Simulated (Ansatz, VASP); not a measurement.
# Cross-check of Sn between VASP and Ansatz

Aim: how closely do two programs agree when they are given the same cell, functional and k mesh? The cell is taken from a series of runs on this material, whose earlier steps may have relaxed, scaled, displaced or heated it; both programs get it as it stands.

Method: plane waves, with VASP 6.6.1 beside it; zone-centre phonons at PBE, in Ansatz 0.2.0.

## Step 1: Starting point

Symmetry: I4_1/amd, No. 141, tetragonal system. The conventional cell has a = 5.947 Å, b = 5.947 Å, c = 3.211 Å, α = 90.00°, β = 90.00°, γ = 90.00°. Nearest to Sn lie 6 Sn at 3.08 to 3.21 Å.

## Step 2: VASP: zone-centre phonons, PBE

Second derivatives magnify differences that forces hide, and they need a tight electronic threshold.

Lines of VASP's logs that name or quote its potential files are left out, and so is its time.

File INCAR:

```
SYSTEM = Sn
PREC = Accurate
ENCUT = 500
EDIFF = 1E-08
NELM = 120
ISMEAR = 1
SIGMA = 0.2
LREAL = .FALSE.
ALGO = Normal
GGA = PE
NBANDS = 20
LORBIT = 11
LWAVE = .FALSE.
LCHARG = .FALSE.
ISIF = 2
IBRION = 8
LASPH = .TRUE.
GGA_COMPAT = .FALSE.
KPAR = 2
```

File POSCAR:

```
Sn
1.0
   -2.9735933368      2.9735933368      1.6057258465
    2.9735933368     -2.9735933368      1.6057258465
    2.9735933368      2.9735933368     -1.6057258465
Sn
2
Direct
    0.7500000000      0.2500000000      0.5000000000
    0.0000000000      0.0000000000      0.0000000000
```

File KPOINTS:

```
Automatic mesh
0
Gamma
16 16 16
0 0 0
```

Potentials, in the order of the species: Sn_d (PBE family, release 64).

Run with:

```console
$ mpirun -np 2 vasp_std
```

Numbers of over 12 decimals in the logs are rounded to 6 here.

The program printed:

```text
[banner, memory and clock lines left out]
running    2 mpi-ranks, on    1 nodes
 distrk:  each k-point on    1 cores,    2 groups
 distr:  one band on    1 cores,    1 groups

 POSCAR found type information on POSCAR Sn
 POSCAR found :  1 types and       2 ions
 LDA part: xc-table for (Slater+PW92), standard interpolation
 POSCAR, INCAR and KPOINTS ok, starting setup
 FFT: planning ... GRIDC
 FFT: planning ... GRID_SOFT
 FFT: planning ... GRID
 WAVECAR not read
 entering main loop
       N       E                     dE             d eps       ncg     rms          rms(c)
DAV:   1     0.213193738532E+03    0.21319E+03   -0.14329E+04 14116   0.210E+03
DAV:   2     0.134090273669E+02   -0.19978E+03   -0.19638E+03 14020   0.445E+02
DAV:   3    -0.696733199103E+01   -0.20376E+02   -0.20198E+02 15912   0.135E+02
DAV:   4    -0.760346454363E+01   -0.63613E+00   -0.63520E+00 15768   0.264E+01
DAV:   5    -0.762995362168E+01   -0.26489E-01   -0.26488E-01 19492   0.506E+00    0.219E+00
DAV:   6    -0.761647179690E+01    0.13482E-01   -0.32737E-02 18944   0.253E+00    0.122E+00
DAV:   7    -0.761381299872E+01    0.26588E-02   -0.18482E-02 18864   0.192E+00    0.163E-01
DAV:   8    -0.761380614031E+01    0.68584E-05   -0.18674E-03 16928   0.586E-01    0.387E-02
DAV:   9    -0.761381200858E+01   -0.58683E-05   -0.57223E-05 19100   0.705E-02    0.153E-02
DAV:  10    -0.761381127616E+01    0.73242E-06   -0.84692E-06 17920   0.392E-02    0.114E-03
DAV:  11    -0.761381154862E+01   -0.27246E-06   -0.42832E-07 16532   0.869E-03    0.994E-04
DAV:  12    -0.761381122716E+01    0.32146E-06   -0.47568E-08 14920   0.244E-03    0.290E-04
DAV:  13    -0.761381124614E+01   -0.18976E-07   -0.38771E-09  9772   0.709E-04    0.896E-05
DAV:  14    -0.761381125122E+01   -0.50868E-08   -0.11834E-09  8852   0.401E-04
   1 F= -.76138113E+01 E0= -.76138954E+01  d E =0.252552E-03
 Linear response reoptimize wavefunctions to high precision
DAV:   1    -0.761381125275E+01   -0.15280E-08   -0.45333E-10  9156   0.268E-04
DAV:   2    -0.761381125279E+01   -0.34561E-10   -0.21294E-10  8552   0.171E-04
 Linear response DOF=           2
 Linear response progress:
  Degree of freedom:   1/  2
       N       E                     dE             d eps       ncg     rms          rms(c)
RMM:   1    -0.216706796616E+00   -0.21671E+00    0.44913E-01 55602   0.946E+00
RMM:   2    -0.223315017751E+00   -0.66082E-02   -0.18093E-02 77039   0.112E+00    0.502E-02
RMM:   3    -0.223475751461E+00   -0.16073E-03   -0.14365E-03 79114   0.316E-01    0.211E-02
RMM:   4    -0.223399790677E+00    0.75961E-04   -0.10011E-04 81890   0.892E-02    0.122E-02
RMM:   5    -0.223358955492E+00    0.40835E-04   -0.13489E-05 81143   0.314E-02    0.319E-03
RMM:   6    -0.223352509959E+00    0.64455E-05   -0.14819E-06 82785   0.966E-03    0.140E-03
RMM:   7    -0.223350228477E+00    0.22815E-05   -0.53015E-07 82512   0.374E-03    0.436E-04
RMM:   8    -0.223347504796E+00    0.27237E-05    0.69773E-08 84090   0.146E-03    0.125E-04
RMM:   9    -0.223346481397E+00    0.10234E-05    0.45402E-07 84670   0.673E-04    0.321E-05
RMM:  10    -0.223346128229E+00    0.35317E-06    0.52114E-07 85940   0.363E-04    0.157E-05
RMM:  11    -0.223345724343E+00    0.40389E-06    0.40440E-07 82930   0.233E-04    0.564E-06
RMM:  12    -0.223345864005E+00   -0.13966E-06    0.25830E-07 86469   0.164E-04    0.721E-06
RMM:  13    -0.223345781778E+00    0.82227E-07    0.18629E-07 84271   0.130E-04    0.370E-06
RMM:  14    -0.223345720395E+00    0.61383E-07    0.86026E-08 86885   0.111E-04    0.193E-06
RMM:  15    -0.223345665446E+00    0.54949E-07    0.44242E-08 86336   0.101E-04    0.584E-07
RMM:  16    -0.223345667562E+00   -0.21156E-08    0.49239E-09 78355   0.942E-05    0.598E-07
 first order change of Fermi-energy   0.71828E-05
 force on displaced ion       1 direction 1 :  -3.215   0.000   0.000
 Linear response progress:
  Degree of freedom:   2/  2
       N       E                     dE             d eps       ncg     rms          rms(c)
RMM:   1    -0.205112143493E+00   -0.20511E+00    0.45611E-01 31284   0.957E+00
RMM:   2    -0.210514729609E+00   -0.54026E-02   -0.16710E-02 43454   0.107E+00    0.400E-02
RMM:   3    -0.210555934914E+00   -0.41205E-04   -0.12928E-03 44614   0.291E-01    0.165E-02
RMM:   4    -0.210421950270E+00    0.13398E-03   -0.86809E-05 45806   0.809E-02    0.109E-02
RMM:   5    -0.210339277979E+00    0.82672E-04   -0.10298E-05 45621   0.272E-02    0.321E-03
RMM:   6    -0.210322784333E+00    0.16494E-04   -0.10302E-06 45831   0.873E-03    0.737E-04
RMM:   7    -0.210326529585E+00   -0.37453E-05   -0.23768E-07 46371   0.319E-03    0.145E-04
RMM:   8    -0.210325394534E+00    0.11351E-05   -0.85917E-08 47038   0.122E-03    0.127E-04
RMM:   9    -0.210324195256E+00    0.11993E-05   -0.54000E-08 46363   0.553E-04    0.341E-05
RMM:  10    -0.210324580097E+00   -0.38484E-06   -0.53430E-08 49264   0.285E-04    0.241E-05
RMM:  11    -0.210324544812E+00    0.35285E-07   -0.71657E-08 49085   0.184E-04    0.167E-05
RMM:  12    -0.210324511978E+00    0.32834E-07   -0.63815E-08 49428   0.140E-04    0.399E-06
RMM:  13    -0.210324496894E+00    0.15084E-07   -0.64738E-08 47701   0.120E-04    0.252E-06
RMM:  14    -0.210324483777E+00    0.13116E-07   -0.70126E-08 44252   0.109E-04    0.104E-06
RMM:  15    -0.210324477523E+00    0.62544E-08   -0.75620E-08 36450   0.103E-04    0.971E-07
 first order change of Fermi-energy  -0.10238E-03
 force on displaced ion       1 direction 3 :   0.000  -0.000  -0.403
 Linear response finished
```

OUTCAR, selected parts (step 2):

```text
ion  position               nearest neighbor table
   1  0.750  0.250  0.500-   2 3.08   2 3.08   2 3.08   2 3.08
   2  0.000  0.000  0.000-   1 3.08   1 3.08   1 3.08   1 3.08

  LATTYP: Found a body centered tetragonal cell.
 ALAT       =     5.9471866736
 C/A-ratio  =     0.5399951051

 Subroutine GETGRP returns: Found 16 space group operations
 (whereof  8 operations were pure point group operations)

The static configuration has the point symmetry D_2d.
 The point group associated with its full space group is D_4h.

 Found    349 irreducible k-points:

   k-points           NKPTS =    349   k-points in BZ     NKDIM =    349   number of bands    NBANDS=     20

   dimension x,y,z NGX =    36 NGY =   36 NGZ =   36
   dimension x,y,z NGXF=    72 NGYF=   72 NGZF=   72

   ENCUT  =  500.0 eV  36.75 Ry    6.06 a.u.   8.21  8.21  8.21*2*pi/ulx,y,z

   NELECT =      28.0000    total number of electrons

 k-points in reciprocal lattice and weights: Automatic mesh
   0.00000000  0.00000000  0.00000000       0.000
   0.06250000  0.00000000  0.00000000       0.002
   0.12500000  0.00000000  0.00000000       0.002
   0.18750000  0.00000000  0.00000000       0.002
   0.25000000  0.00000000  0.00000000       0.002
   0.31250000  0.00000000 -0.00000000       0.002
   0.37500000  0.00000000  0.00000000       0.002
   0.43750000  0.00000000  0.00000000       0.002
   0.50000000  0.00000000  0.00000000       0.001
[...]
-0.43750000 -0.43750000  0.43750000       0.000
   0.50000000  0.50000000  0.50000000       0.000

 average (electrostatic) potential at core
       1 -99.5917       2 -99.5917

  Total       -0.0171327     -0.0171327     -0.0141562      0.0000000      0.0000000      0.0000000
  in kB       -0.4833280     -0.4833280     -0.3993592      0.0000000      0.0000000      0.0000000
  external PRESSURE =      -0.4553384 kB  Pullay stress =       0.0000000 kB

  energy-cutoff  :      500.00
  volume of cell :       56.79
      direct lattice vectors                 reciprocal lattice vectors
    -2.973593337  2.973593337  1.605725846     0.000000000  0.168146731  0.311385658
     2.973593337 -2.973593337  1.605725846     0.168146731  0.000000000  0.311385658
     2.973593337  2.973593337 -1.605725846     0.168146731  0.168146731  0.000000000

 POSITION                                       TOTAL-FORCE (eV/Angst)
 -----------------------------------------------------------------------------------
      0.00000      2.97359      0.80286        -0.000000      0.000000      0.000000
      0.00000      0.00000      0.00000         0.000000     -0.000000     -0.000000
 -----------------------------------------------------------------------------------
    total drift:                               -0.000000      0.000000     -0.000000

 Eigenvectors and eigenvalues of the dynamical matrix
 ----------------------------------------------------

   1 f  =    3.638516 THz    22.861472 2PiTHz  121.367838 cm-1    15.047687 meV
             X         Y         Z           dx          dy          dz
      0.000000  2.973593  0.802863     0.680837    0.190948    0.000000
      0.000000  0.000000  0.000000    -0.680837   -0.190948    0.000000

   2 f  =    3.638516 THz    22.861472 2PiTHz  121.367838 cm-1    15.047687 meV
             X         Y         Z           dx          dy          dz
      0.000000  2.973593  0.802863     0.190948   -0.680837   -0.000000
      0.000000  0.000000  0.000000    -0.190948    0.680837    0.000000

   3 f  =    1.287675 THz     8.090701 2PiTHz   42.952216 cm-1     5.325394 meV
             X         Y         Z           dx          dy          dz
      0.000000  2.973593  0.802863    -0.000000   -0.000000    0.707107
      0.000000  0.000000  0.000000     0.000000   -0.000000   -0.707107

   4 f  =    0.000000 THz     0.000000 2PiTHz    0.000002 cm-1     0.000000 meV
             X         Y         Z           dx          dy          dz
      0.000000  2.973593  0.802863     0.701476   -0.088921    0.004989
      0.000000  0.000000  0.000000     0.701476   -0.088921    0.004989

   5 f/i=    0.000000 THz     0.000000 2PiTHz    0.000001 cm-1     0.000000 meV
             X         Y         Z           dx          dy          dz
      0.000000  2.973593  0.802863     0.055655    0.406741   -0.575730
      0.000000  0.000000  0.000000     0.055655    0.406741   -0.575730

   6 f/i=    0.000000 THz     0.000000 2PiTHz    0.000001 cm-1     0.000000 meV
             X         Y         Z           dx          dy          dz
      0.000000  2.973593  0.802863    -0.069530   -0.571537   -0.410500
      0.000000  0.000000  0.000000    -0.069530   -0.571537   -0.410500

 ELASTIC MODULI CONTR FROM IONIC RELAXATION (kBar)
 Direction    XX          YY          ZZ          XY          YZ          ZX
 --------------------------------------------------------------------------------
 XX        -416.3863    416.3863      0.0000      0.0000      0.0000      0.0000
 YY         416.3863   -416.3863      0.0000      0.0000      0.0000      0.0000
 ZZ           0.0000      0.0000      0.0000      0.0000      0.0000      0.0000
 XY           0.0000      0.0000      0.0000      0.0000      0.0000      0.0000
 YZ           0.0000      0.0000      0.0000      0.0000    -21.8803      0.0000
 ZX           0.0000      0.0000      0.0000      0.0000      0.0000    -27.7699
 --------------------------------------------------------------------------------
```

## Step 3: Ansatz: zone-centre phonons, PBE

Ansatz runs on its PAW soft_1 files.

The same cell, functional, mesh and smearing now go to Ansatz, which takes its cutoff from its data sets.

File input.yaml:

```yaml
crystal:
  lattice:
    - [-2.9735933368, 2.9735933368, 1.6057258465]
    - [2.9735933368, -2.9735933368, 1.6057258465]
    - [2.9735933368, 2.9735933368, -1.6057258465]
  atoms:
    - { symbol: Sn, position: [0.75, 0.25, 0.5] }
    - { symbol: Sn, position: [0.0, 0.0, 0.0] }
kpoints:
  mp_grid: { grid: [16, 16, 16] }
hamiltonian:
  xc: pbe
  pseudopotentials: { kind: paw, azcp: { folder: soft_1 } }
scf:
  occupations: { method: methfessel_paxton, width: 0.2 }
output:
  eigenvalues: true
phonons:
  method: dfpt
```

Run with:

```console
$ ansatz run input.yaml --threads 4 --pin off --max-ram 16384MiB --backend cpu --events-out ev --progress --plain --runs-dir out
```

The program printed:

```text
zone centre: on kpoints.mp_grid the ground state, and the responses unless they are solved on pairs of k-points, stand on 621 of the mesh's 4096 k-points, reduced under 4 symmetry operations, with k and −k counted as one. Each operation leaves every solved displacement unchanged or reverses it
Engine: ansatz 0.2.0, aarch64-unknown-linux-gnu
Pseudopotentials: kind: paw
Pseudopotential: Sn, paw, valence charge 14, recommended cutoff 420 eV (normal), soft_1/Sn.paw.azcp
Functional definition: PBE
  parameter kappa = 0.804
  parameter beta = 0.066725
  exchange = pbe_x(kappa = kappa, mu = beta*pi^2/3)
  correlation = pbe_c(beta = beta)
Crystal: 2 atoms, lattice volume = 56.793 Å³
Basis set: ecut = 420 eV, 1129 PW (Γ), exchange–correlation on 64×64×64 points (8 copies of the dense FFT grid, shifted against one another)
Bands: 18, of which v1, the nominal top of the filled ones, is band 14 counted from 1 (13 counted from 0)
Symmetry: 16 space group operations
k-points: 621 of 4096 (irreducible under 4 space group operations, time reversal used)
Non-local potential: Sn, projectors of the file, l = 0: 2, l = 1: 2, l = 2: 2, l = 3: 1
PAW form: soft (Blöchl's): semilocal exchange-correlation on the pseudo side does not see the compensation charge
PAW one-centre angular grid: Sn, 590 points (default); XC on 64 Gauss nodes
Initial density: superposition of atomic densities (chi_scale 0.1, normalization cell)
Initial wavefunctions: pseudopotential atomic-orbital guess
Functional: x = pbe(κ = 0.804, μ = 0.219515), c = pbe(β = 0.066725)
SCF iter   1: F=—  HF=-12048.508230 eV  |F-HF|=—  |Δ(HF+E_count)|=         —  Δρ=1.30e-2  dr2=8.88e-2  ethr=3.10e-3  ⟨swp⟩=5.5  Hψ=55252  notcnv=0
preconditioner: auto → Kerker (q_TF=auto, 2.425 Å⁻¹)  [metal: Δε(μ)=0.014 eV  Ē_g=19.839 eV  σ=0.200 eV  W_gap=0.06  n_scr=16 (ndim 8)  ℏωp=26.1 eV  f_vac=0.000  D(μ)=0.93/eV (n_scr^D=4)]
SCF iter   2: F=—  HF=-12048.499134 eV  |F-HF|=—  |Δ(HF+E_count)|=   9.10e-3  S|Δr|=    0.00e0  Δρ=8.57e-3  dr2=3.68e-2  ethr=3.17e-4  ⟨swp⟩=1.0  Hψ=16204  notcnv=0
SCF iter   3: F=—  HF=-12048.499086 eV  |F-HF|=—  |Δ(HF+E_count)|=   4.80e-5  S|Δr|=    0.00e0  Δρ=1.14e-3  dr2=4.94e-4  ethr=1.31e-4  ⟨swp⟩=2.1  Hψ=19921  notcnv=0
SCF iter   4: F=—  HF=-12048.499235 eV  |F-HF|=—  |Δ(HF+E_count)|=   1.49e-4  S|Δr|=    0.00e0  Δρ=2.30e-4  dr2=1.97e-5  ethr=1.76e-6  ⟨swp⟩=3.0  Hψ=20304  notcnv=0
SCF iter   5: F=—  HF=-12048.499231 eV  |F-HF|=—  |Δ(HF+E_count)|=   4.16e-6  S|Δr|=    0.00e0  Δρ=8.09e-5  dr2=4.34e-6  ethr=7.02e-8  ⟨swp⟩=2.0  Hψ=19933  notcnv=0
SCF iter   6: F=—  HF=-12048.499229 eV  |F-HF|=—  |Δ(HF+E_count)|=   1.99e-6  S|Δr|=    0.00e0  Δρ=2.64e-5  dr2=5.90e-7  ethr=1.55e-8  ⟨swp⟩=2.0  Hψ=19806  notcnv=0
SCF iter   7: F=—  HF=-12048.499229 eV  |F-HF|=—  |Δ(HF+E_count)|=   2.58e-7  S|Δr|=    0.00e0  Δρ=3.99e-6  dr2=1.56e-8  ethr=2.11e-9  ⟨swp⟩=2.0  Hψ=19875  notcnv=0
SCF iter   8: F=—  HF=-12048.499229 eV  |F-HF|=—  |Δ(HF+E_count)|=  5.44e-10  S|Δr|=    0.00e0  Δρ=4.70e-7  dr2=1.43e-10  ethr=5.59e-11  ⟨swp⟩=2.5  Hψ=19196  notcnv=0
SCF iter   9: F=-12048.499229 eV  HF=-12048.499229 eV  |F-HF|=1.82e-12  |Δ(HF+E_count)|=  5.28e-11  S|Δr|=    0.00e0  Δρ=7.56e-8  dr2=2.98e-12  ethr=1.00e-12  ⟨swp⟩=7.6  Hψ=59944  notcnv=0
SCF 1 converged in 9 iterations: F = -12048.499229 eV  dr2 = 2.98e-12
  greatest PAW one-centre occupation: 0.991 electrons in one spin orbital (limit 2), on the Sn atom at site 1 (counted from 0), in its partial waves of l = 2
DFPT response loops at Γ: preconditioner auto → Kerker (q_TF=auto, 2.425 Å⁻¹) (partly filled bands, converged f_vac=0.000); β = 1.00, the filter's whole step (`scf.mixing.beta` (0.50) is not read by the response loops under this deck's `scf.mixing.preconditioner`; to damp them name `kerker` or `kerker_dos`, under which they read `scf.mixing.beta`, and type it under 1.00, their step now; both keys bind the ground state too); Broyden in place of MSR1
SCF converged after 9 iterations
Stability not checked: this state was not tested for a lower state beside it, because cold or Methfessel-Paxton smearing, or corrected tetrahedra, fill the levels in a way that the test cannot read (fill_not_monotonic; see scf.lower_state_search)
Free energy (F): -12048.499229 eV
Harris-Foulkes:  -12048.499229 eV  (|F-HF|=1.82e-12)
Internal energy: -12048.499482 eV  (E = F + TS)
E sigma→0 (E₀):  -12048.499292 eV
Entropy (-TS):   0.000253 eV (0.126 meV/atom)
Fermi energy:    10.139737 eV
--- Per-component energies (eV) ---
  E_band       = -179.472045
  E_kinetic    = 333.966151
  E_local      = -2080.080991  (includes V_loc(G=0)·N_el)
  E_nonlocal   = 289.637278
  E_hartree    = 1041.404327
  E_xc         = -251.016303
  E_vxc        = -159.514094  (∫ρ·V_xc dr)
  E_paw        = -8738.288354  (= ΣΔE_a)
  E_vpaw       = -646.289653  (= ΣTr[D̂ρ^β])
  E_aug_tail   = 0.000587  (compensation charges beyond the density's cutoff)
  E_ewald      = -2644.122177
  E_smearing   = 0.000253  (= −TS)
  E_closure    = 0.000000  (closes the sum)
  Σ components = -12048.499229   (vs F -12048.499229, Δ=0.00e0)
--- Band table (eV; the first three rows and the last of 621) ---
  k-point 0: bands = [... 10 lower, -0.6691, 6.2852, 8.2458, 8.2458, 13.1472, 16.0664, 16.0664, 16.8051]
  k-point 1: bands = [... 10 lower, -0.6355, 6.0131, 8.2856, 8.4555, 13.3034, 15.7149, 15.8630, 16.8631]
  k-point 2: bands = [... 10 lower, -0.5347, 5.4132, 8.4049, 8.8779, 13.7621, 15.0272, 15.3559, 16.7443]
  k-point 620: bands = [... 10 lower, 2.6645, 2.6645, 5.5761, 5.5761, 15.1782, 15.1782, 18.9791, 18.9791]
--- Phonons (Γ-DFPT): 2 representative perturbations + reference, on 621 of 4096 k-points (Σ response iterations 6) ---
  k mesh reduced under 4 symmetry operations, with k and −k counted as one. Each operation leaves every solved displacement unchanged or reverses it
  ASR residual: 2.801e-5 → 0.000e0 eV/Å²; symmetrization residual: 2.078e-12 eV/Å²
  ASR residual per site (eV/Å²): 2.80e-5 2.80e-5
  Γ frequencies (cm⁻¹): 0.00 0.00 0.00 42.93 121.07 121.07
  non-analytic LO–TO correction: not included (Born effective charges unavailable; polar crystals: no LO–TO splitting at Γ)
```

## Step 4: Comparison

Known differences besides the potentials themselves: the cutoff is 420 eV in Ansatz and 500 eV in VASP. Total energies have different zeros and are not compared.

The two programs side by side:

```csv
quantity,Ansatz,VASP,difference
optical mode 1 (cm⁻¹),42.9,43.0,0.0
optical mode 2 to 3 (cm⁻¹),121.1,121.4,-0.25 %
```

Modes are paired by rising frequency, not by their patterns, so a pair may set unlike modes beside each other; they are those without the splitting of longitudinal modes.

## Step 5: Outcome

* r.m.s. difference of the optical zone-centre modes, each program's sorted by frequency (zone-centre phonons, PBE): 0.24 cm⁻¹

In words: The r.m.s. difference of the optical zone-centre modes, each program's sorted by frequency is 0.24 cm⁻¹ (zone-centre phonons, PBE). Such differences can come from data sets, numerical settings and the points named under the comparisons, not from the functional's error against experiment.

[Lines on the potential files, build, host, timing and source positions are cut from VASP's logs without a mark.]

[Logs are printed without paths, hosts, clocks, repeated set-up lines and the standing remarks that a program may print on its own settings, such as how far it seeks lower states.]

[Hosts, paths, dates, database ids (printed as entryN), source tags and the programs' standing remarks are cut or masked in the printed files.]
